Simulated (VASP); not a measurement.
Here is the system:

```
BaTe
1.0
    0.00000     3.52241     3.52241
    3.52241     0.00000     3.52241
    3.52241     3.52241     0.00000
Ba Te
1 1
Direct
  0.00000   0.00000   0.00000
  0.50000   0.50000   0.50000
```

Computed with optB88-vdW, VASP's PBE PAW potentials (set 64) (plane waves; VASP). Run with 520 eV cut-off, Gaussian smearing of 0.050 eV, potentials Ba_sv Te.

Unless said otherwise, spin-orbit coupling is left out, though it shifts the bands of the heavy elements here.

Task: Give the energies of bands 6 to 11 at the high-symmetry points, in eV from the valence-band maximum.

Result: 
| band | Γ | X | U | L | W |
|---|---|---|---|---|---|
| 6 | 0.00 | -1.12 | -1.23 | -2.18 | -1.24 |
| 7 | 0.00 | -0.38 | -1.04 | -1.08 | -0.93 |
| 8 | 0.00 | -0.38 | -0.75 | -1.08 | -0.93 |
| 9 | 2.85 | 1.57 | 2.59 | 4.21 | 3.51 |
| 10 | 2.93 | 4.43 | 4.95 | 4.70 | 3.51 |
| 11 | 2.93 | 4.57 | 5.10 | 4.82 | 4.79 |

The gap is indirect, 1.57 eV, from the valence maximum at Γ to the conduction minimum at X.

The compound is BaTe in the rock salt structure. It was relaxed first.
